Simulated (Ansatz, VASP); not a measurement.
# SiO2 (SiO2 (P3_121)): VASP beside Ansatz, part 2 of 2

Wanted: the spread between two codes on one cell, functional and k mesh. The cell is taken from a series of runs on this material, whose earlier steps may have relaxed, scaled, displaced or heated it; both programs get it as it stands.

VASP 6.6.1 and Ansatz 0.2.0.

So far. Step 2 (VASP: single point, HSE06): The run ends at a pressure of 0.18 GPa, with forces up to 0.85 eV/Å.

## 3. Ansatz: single point, HSE06

Level of this step: Ansatz beside VASP: Kohn-Sham DFT, plane waves, HSE06 (Ansatz).

Ansatz runs on its PAW soft_1 files.

The same cell, functional and mesh now go to Ansatz.

Contents of input.yaml:

```yaml
crystal:
  checkpoint: "../host.hybq.run"
basis:
  ecutwfc: 420.0
  ecutrho_ratio: 4
  xc_grid: 2
  fft_grid_basis: typed
  precision: f64
kpoints:
  mp_grid: { grid: [1, 1, 1] }
hamiltonian:
  xc: hse06
  pseudopotentials:
    kind: paw
    azcp: { folder: soft_1, O: "soft_1/O.paw.azcp", Si: "soft_1/Si.paw.azcp" }
scf:
  max_iter: 60
  occupations: { method: fixed }
output:
  eigenvalues: true
checkpoint:
  write: "../edges.hybq.run"
  compress: false
  write_wavefunctions: false
  write_every: 100000
```

On the command line:

```sh
ansatz run input.yaml --threads 8 --pin off --max-ram 18841MiB --backend cpu --events-out ev --progress --plain --runs-dir out
```

Numbers of over 12 decimals in the logs are rounded to 6 here.

Log:

```text
crystal.checkpoint: the structure is that of <dir>, a `scf` run: its result, under hse06 at a charge of 0 e; 18 atoms read, 0 with a starting moment; no density is read with it (checkpoint.read); crystal.structure_sha256 for this input is
exact exchange: scf.exx.singularity resolves to wigner_seitz, which cuts the screened interaction at the faces of the exchange supercell's Wigner-Seitz cell, so that each pair interacts once, at the shortest of its separations (the periodic images that this leaves out come, for a point-like exchange hole, to about 0.692 eV on a filled level). The cut falls within the interaction's reach, and what an exchange supercel [...]
Engine: ansatz 0.2.0, aarch64-unknown-linux-gnu
Pseudopotentials: kind: paw
Pseudopotential: Si, paw, valence charge 4, recommended cutoff 420 eV (normal), soft_1/Si.paw.azcp
Pseudopotential: O, paw, valence charge 6, recommended cutoff 420 eV (normal), soft_1/O.paw.azcp
Functional definition: HSE06
  parameter a = 0.25
  parameter omega = 0.11/bohr
  exchange = pbe_x - a*pbe_x_sr(omega) + a*exact_x_sr(omega)
  correlation = pbe_c
davidson cushion auto → on  (no smearing: the cushion is to keep the highest requested band from converging to the state above it; pin scf.eigensolver.cushion to override)
Crystal: 18 atoms, lattice volume = 227.199 Å³
Basis set: ecut = 420 eV, 4447 PW (Γ), exchange–correlation on 72×72×150 points (8 copies of the dense FFT grid, shifted against one another)
Bands: 66, of which v1, the nominal top of the filled ones, is band 48 counted from 1 (47 counted from 0)
Symmetry: 12 space group operations
Space group: P3121 (ITA 152), of the structure as read, at distance tolerance 6.1e-5 Å
k-points: 1
Non-local potential: Si, projectors of the file, l = 0: 2, l = 1: 2, l = 2: 1
Non-local potential: O, projectors of the file, l = 0: 2, l = 1: 2, l = 2: 1
PAW form: soft (Blöchl's): semilocal exchange-correlation on the pseudo side does not see the compensation charge
PAW frozen core: Si, regenerated for the run's functional, and the local potential with it (the file was generated under x = pbe(κ = 0.804, μ = 0.219515), c = pbe(β = 0.066725))
PAW frozen core: O, regenerated for the run's functional, and the local potential with it (the file was generated under x = pbe(κ = 0.804, μ = 0.219515), c = pbe(β = 0.066725))
PAW one-centre angular grid: Si, 110 points (default); XC on 64 Gauss nodes
PAW one-centre angular grid: O, 110 points (default); XC on 96 Gauss nodes
Initial density: superposition of atomic densities (chi_scale 0.1, normalization cell, long waves kept (reshape's long-wave potential 0.01 eV rms))
Initial wavefunctions: pseudopotential atomic-orbital guess
Functional: x = pbe(κ = 0.804, μ = 0.219515), c = pbe(β = 0.066725), warm-up for x = pbe(κ = 0.804, μ = 0.219515) + 0.25 (exact − pbe) at short range (hse, ω = 0.207870 Å⁻¹), c = pbe(β = 0.066725); HSE06 as pw.x's `hse` composes it (authors' and Libxc's form: `xc: wpbeh`)
SCF iter   1: F=—  HF=-10653.629515 eV  |F-HF|=—  |Δ(HF+E_count)|=         —  Δρ=1.37e-1  dr2=3.78e1  ethr=1.00e-1  ⟨swp⟩=6.0  Hψ=246  notcnv=0
preconditioner: auto → none  [insulator: Δε(μ)=7.444 eV  Ē_g=18.172 eV  n_scr=50 (ndim 8)  ℏωp=24.1 eV  f_vac=0.004]
SCF iter   2: F=—  HF=-10644.347038 eV  |F-HF|=—  |Δ(HF+E_count)|=    9.28e0  Δρ=6.95e-2  dr2=4.55e0  ethr=3.94e-2  ⟨swp⟩=3.0  Hψ=187  notcnv=0
SCF iter   3: F=—  HF=-10643.251261 eV  |F-HF|=—  |Δ(HF+E_count)|=    1.10e0  Δρ=2.22e-2  dr2=4.58e-1  ethr=4.74e-3  ⟨swp⟩=5.0  Hψ=170  notcnv=0
iter 4 solved again at ethr=2.06e-5 eV; its pass at ethr=4.77e-4 eV (dr2=1.98e-2 eV) is discarded
SCF iter   4: F=—  HF=-10643.356572 eV  |F-HF|=—  |Δ(HF+E_count)|=   1.05e-1  Δρ=3.22e-3  dr2=2.21e-2  ethr=2.06e-5  ⟨swp⟩=4.0  Hψ=346  notcnv=0
SCF iter   5: F=—  HF=-10643.349951 eV  |F-HF|=—  |Δ(HF+E_count)|=   6.62e-3  Δρ=1.39e-3  dr2=3.98e-3  ethr=2.06e-5  ⟨swp⟩=3.0  Hψ=149  notcnv=0
SCF iter   6: F=-10643.348839 eV  HF=-10643.348916 eV  |F-HF|=7.63e-5  |Δ(HF+E_count)|=   1.04e-3  Δρ=2.35e-4  dr2=1.10e-4  ethr=4.14e-6  ⟨swp⟩=4.0  Hψ=210  notcnv=0
SCF 1 stopped early in 6 iterations: F = -10643.348839 eV  dr2 = 1.10e-4
  greatest PAW one-centre occupation: 0.858 electrons in one spin orbital (limit 2), on the O atom at site 17 (counted from 0), in its partial waves of l = 0
Initial density: handed on by an earlier stage of this run
Initial wavefunctions: those handed on with the density
Functional: x = pbe(κ = 0.804, μ = 0.219515) + 0.25 (exact − pbe) at short range (hse, ω = 0.207870 Å⁻¹), c = pbe(β = 0.066725); HSE06 as pw.x's `hse` composes it (authors' and Libxc's form: `xc: wpbeh`)
Exchange kernel: α = 0.2500, screened, ω = 0.2079 Å⁻¹, Wigner–Seitz truncation, v(0) = 531.7325 eV·Å³, q-mesh 1×1×1, nearest image of the exchange supercell L = 4.92 Å, pair-density grid 24×24×54, without the augmentation charges, whose exchange is taken in its separable form (sized by the pseudopotential files, 30×30×75 at the most)
Frozen-core exchange: fock
SCF iter   1: F=—  HF=-10645.697526 eV  |F-HF|=—  |Δ(HF+E_count)|=         —  Δρ=6.86e-3  dr2=6.99e-2  ethr=1.15e-6  ⟨swp⟩=10.0  Hψ=385  notcnv=0
preconditioner: auto → none  [insulator: Δε(μ)=7.976 eV  Ē_g=19.445 eV  n_scr=50 (ndim 8)  ℏωp=24.1 eV  f_vac=0.113]
SCF iter   2: F=—  HF=-10645.673275 eV  |F-HF|=—  |Δ(HF+E_count)|=   2.43e-2  Δρ=2.25e-3  dr2=1.20e-2  ethr=1.15e-6  ⟨swp⟩=4.0  Hψ=264  notcnv=0
SCF iter   3: F=—  HF=-10645.699109 eV  |F-HF|=—  |Δ(HF+E_count)|=   2.58e-2  Δρ=9.31e-4  dr2=1.89e-3  ethr=1.15e-6  ⟨swp⟩=5.0  Hψ=277  notcnv=0
SCF iter   4: F=—  HF=-10645.698644 eV  |F-HF|=—  |Δ(HF+E_count)|=   4.65e-4  Δρ=1.41e-4  dr2=5.03e-5  ethr=1.15e-6  ⟨swp⟩=4.0  Hψ=195  notcnv=0
SCF iter   5: F=—  HF=-10645.698944 eV  |F-HF|=—  |Δ(HF+E_count)|=   3.00e-4  Δρ=1.58e-4  dr2=3.58e-5  ethr=3.21e-8  ⟨swp⟩=6.0  Hψ=270  notcnv=0
SCF iter   6: F=-10645.698930 eV  HF=-10645.698930 eV  |F-HF|=5.69e-8  |Δ(HF+E_count)|=   1.39e-5  Δρ=2.55e-5  dr2=1.43e-6  ethr=3.21e-8  ⟨swp⟩=3.0  Hψ=172  notcnv=0
SCF 2 stopped early in 6 iterations: F = -10645.698930 eV  dr2 = 1.43e-6
  greatest PAW one-centre occupation: 0.862 electrons in one spin orbital (limit 2), on the O atom at site 17 (counted from 0), in its partial waves of l = 0
hybrid outer 1: dexx = +3.215e-2 eV, tail = 3.52e-5 eV
Exchange kernel: α = 0.2500, screened, ω = 0.2079 Å⁻¹, Wigner–Seitz truncation, v(0) = 531.7325 eV·Å³, q-mesh 1×1×1, nearest image of the exchange supercell L = 4.92 Å, pair-density grid 24×24×54, without the augmentation charges, whose exchange is taken in its separable form (sized by the pseudopotential files, 30×30×75 at the most)
Frozen-core exchange: fock
SCF iter   1: F=—  HF=-10645.698631 eV  |F-HF|=—  |Δ(HF+E_count)|=         —  Δρ=2.78e-5  dr2=7.13e-7  ethr=1.84e-7  ⟨swp⟩=4.0  Hψ=185  notcnv=0
preconditioner: auto → none  [insulator: Δε(μ)=7.973 eV  Ē_g=19.428 eV  n_scr=50 (ndim 8)  ℏωp=24.1 eV  f_vac=0.122]
SCF iter   2: F=—  HF=-10645.698632 eV  |F-HF|=—  |Δ(HF+E_count)|=   2.33e-7  Δρ=1.23e-5  dr2=1.09e-7  ethr=6.17e-10  ⟨swp⟩=6.0  Hψ=205  notcnv=0
SCF iter   3: F=-10645.698632 eV  HF=-10645.698632 eV  |F-HF|=7.12e-9  |Δ(HF+E_count)|=   5.68e-8  Δρ=2.11e-6  dr2=3.79e-8  ethr=8.09e-11  ⟨swp⟩=3.0  Hψ=195  notcnv=0
SCF 3 converged in 3 iterations: F = -10645.698632 eV  dr2 = 3.79e-8
hybrid outer 2: dexx = +4.093e-7 eV, tail = 8.28e-8 eV, Δε = 6.05e-4 eV (about 2.95e-5 eV left of the loop's levels)
hybrid SCF converged: 2 outer / 9 inner (+6 warm-up), last move |dexx| = 4.09e-7 eV, tail = 8.28e-8 eV
Stability not checked: this state was not tested for a lower state beside it, because the functional holds exact exchange (a hybrid, or Hartree-Fock), whose exchange loop this test does not read (fock_operator; see scf.lower_state_search)
Free energy (F): -10645.698632 eV
Frozen-core exchange: fock
Harris-Foulkes:  -10645.698632 eV  (|F-HF|=7.12e-9)
Internal energy: -10645.698632 eV  (E = F + TS)
E sigma→0 (E₀):  -10645.698632 eV
Fermi energy:    1.020218 eV
--- Per-component energies (eV) ---
  E_band       = -590.818967
  E_kinetic    = 2352.003543
  E_local      = -5880.667407  (includes V_loc(G=0)·N_el)
  E_nonlocal   = 744.605752
  E_hartree    = 2161.248894
  E_xc         = -971.354775
  E_vxc        = -1114.145995  (∫ρ·V_xc dr)
  E_exx        = -277.081973  (= α·E_x^exact, valence–valence)
  E_paw        = -5000.046968  (= ΣΔE_a)
  E_vpaw       = -460.970062  (= ΣTr[D̂ρ^β])
  E_aug_tail   = 0.009949  (compensation charges beyond the density's cutoff)
  E_ewald      = -3773.741032
  E_core_change = -0.674616  (= ΣΔE_core)
  E_smearing   = -0.000000  (= −TS)
  E_closure    = -0.000000  (closes the sum)
  Σ components = -10645.698632   (vs F -10645.698632, Δ=0.00e0)
--- Band table (eV) ---
  k-point 0: bands = [... 44 lower, 0.7903, 0.8918, 0.8918, 1.0202, 8.9932, 11.0165, 11.0165, 12.0605, ... 14 higher]
```

Reading the cycles: dr2 is the Hartree energy of the density residual (eV), the measure of convergence; HF is the Harris–Foulkes estimate of the energy, which meets the free energy F at convergence.

## 4. Differences

Known differences besides the potentials themselves: exact exchange at q = 0 is treated differently, which shows on coarse meshes; VASP keeps PBE cores, Ansatz makes them for the functional; fixed occupations in Ansatz, narrow Gaussian smearing in VASP; the cutoff is 420 eV in Ansatz and 520 eV in VASP; VASP takes a coarser grid for exact exchange (PRECFOCK = Fast). Total energies have different zeros and are not compared.

The two programs side by side:

```csv
quantity,Ansatz,VASP,difference
gap on the k mesh (eV),7.973,8.000,-0.027
```

A gap on the mesh is an upper bound, since the band edges may lie between its points.

## 5. Results

```
difference in gap on the k mesh (single point, HSE06) : -0.027 eV
```

The difference in gap on the k mesh is -0.027 eV (single point, HSE06), within the 0.08 eV picked in this series as the mark of a large difference. Such differences can come from data sets, numerical settings and the points named under the comparisons, not from the functional's error against experiment.

[Lines on the potential files, build, host, timing and source positions are cut from VASP's logs without a mark.]

[Logs are printed without paths, hosts, clocks, repeated set-up lines and the standing remarks that a program may print on its own settings, such as how far it seeks lower states.]

[Hosts, paths, dates, database ids (printed as entryN), source tags and the programs' standing remarks are cut or masked in the printed files.]
